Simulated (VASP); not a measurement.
Given:

```xyz
2
Lattice="2.7176 0.0000 0.0000 0.0000 2.7176 0.0000 0.0000 0.0000 2.7176" Properties=species:S:1:pos:R:3 pbc="T T T"
Rh     0.0000     0.0000     0.0000
O      1.3588     1.3588     1.3588
```

Method: PBEsol GGA, VASP's PBE PAW potentials (set 64) (plane waves; VASP). Settings: 520 eV cut-off, 15×15×15 Γ-centred mesh, tetrahedra with Blöchl corrections, potentials Rh_pv O.

Problem. The job: RhO (relaxed from the CsCl type structure, space group Pm-3m), 2 atoms, PBEsol, static run, 520 eV, 15×15×15 Γ-centred mesh. Roughly how much core time does it take on a busy server core?

Solution. About 50 core-seconds (one run on a shared machine, a rough figure). It had 120 irreducible k-points, 14 bands, up to 553 plane waves and 15 electronic steps.

The structure was generated: RhO was put into the CsCl type type (Pm-3m), which need not be its known phase. It was relaxed first.
